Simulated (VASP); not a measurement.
Calculation: vdW-DF-cx, VASP's PBE PAW potentials (set 64) (plane waves; VASP 6.6.1).

The input files of a VASP run:

**POSCAR**
```
CdTe
1
    0.0000000000     3.2933144244     3.2933144244
    3.2933144244     0.0000000000     3.2933144244
    3.2933144244     3.2933144244     0.0000000000
Cd Te
1 1
Direct
  0.0000000000   0.0000000000   0.0000000000
  0.2500000000   0.2500000000   0.2500000000
```

KPOINTS:
```
Automatic
0
gamma
  7 7 7
0 0 0
```

### INCAR
```
LASPH=.True.
LWAVE=.False.
LUSE_VDW=.True.
LREAL=.False.   # projection in real space or not
SIGMA=0.05
ENCUT=520
NELM=100   # most electronic steps
PREC=Accurate
LMAXMIX=4   # l cut-off of mixed one-centre charges
AGGAC=0.0
ALGO=Normal   # blocked Davidson
ISMEAR=0
EDIFF=1E-7   # SCF stop (eV)
ISIF=2   # forces and stress, cell fixed
GGA=CX
SYSTEM=CdTe
LCHARG=.False.
```

POTCAR, in this order: Cd Te (PBE.64 set). Program: vasp_std.

The resulting files:

**OSZICAR**
```
       N       E                     dE             d eps       ncg     rms          rms(c)
DAV:   1     0.106712060928E+03    0.10671E+03   -0.82819E+03   520   0.119E+03
DAV:   2     0.409448729657E+01   -0.10262E+03   -0.99290E+02   595   0.276E+02
DAV:   3     0.626498420311E-01   -0.40318E+01   -0.40230E+01   595   0.575E+01
DAV:   4     0.221344612673E-01   -0.40515E-01   -0.40512E-01   750   0.507E+00
DAV:   5     0.220298850218E-01   -0.10458E-03   -0.10458E-03   595   0.255E-01    0.508E+00
DAV:   6     0.249276176125E+00    0.22725E+00   -0.50799E-01   575   0.928E+00    0.426E+00
DAV:   7     0.262814610536E+00    0.13538E-01   -0.10980E-01   590   0.245E+00    0.172E+00
DAV:   8     0.262261836451E+00   -0.55277E-03   -0.91725E-03   545   0.132E+00    0.491E-01
DAV:   9     0.261935451944E+00   -0.32638E-03   -0.97765E-04   590   0.343E-01    0.993E-02
DAV:  10     0.261859634064E+00   -0.75818E-04   -0.13110E-04   583   0.123E-01    0.521E-02
DAV:  11     0.261811315290E+00   -0.48319E-04   -0.87692E-05   525   0.607E-02    0.320E-02
DAV:  12     0.261812663265E+00    0.13480E-05   -0.41289E-06   636   0.168E-02    0.152E-02
DAV:  13     0.261812482800E+00   -0.18046E-06   -0.72592E-07   545   0.508E-03    0.100E-02
DAV:  14     0.261812293232E+00   -0.18957E-06   -0.78421E-07   535   0.558E-03    0.426E-03
DAV:  15     0.261812274325E+00   -0.18907E-07   -0.36736E-08   430   0.191E-03
   1 F= 0.26181227E+00 E0= 0.26181227E+00  d E =-.124209E-12
```

**OUTCAR**
```
------------------------ aborting loop because EDIFF is reached ----------------------------------------
  FORCE on cell =-STRESS in cart. coord.  units (eV):
  Direction    XX          YY          ZZ          XY          YZ          ZX
  --------------------------------------------------------------------------------------
  Total       -0.4964756     -0.4964756     -0.4964756      0.0000000      0.0000000     -0.0000000
  in kB      -11.1347103    -11.1347103    -11.1347103      0.0000000      0.0000000     -0.0000000
  external PRESSURE =     -11.1347103 kB  Pullay stress =       0.0000000 kB
  volume of cell :       71.44
      direct lattice vectors                 reciprocal lattice vectors
     0.000000000  3.293314424  3.293314424    -0.151822734  0.151822734  0.151822734
     3.293314424  0.000000000  3.293314424     0.151822734 -0.151822734  0.151822734
     3.293314424  3.293314424  0.000000000     0.151822734  0.151822734 -0.151822734
  FREE ENERGIE OF THE ION-ELECTRON SYSTEM (eV)
  ---------------------------------------------------
  free  energy   TOTEN  =         0.2618122743 eV

  energy  without entropy=        0.2618122743  energy(sigma->0) =        0.26181227
```
(Selected blocks of OUTCAR.)

The compound is CdTe in the zinc blende structure. This cell is one point of a volume scan, at 1.03 of the reference volume.
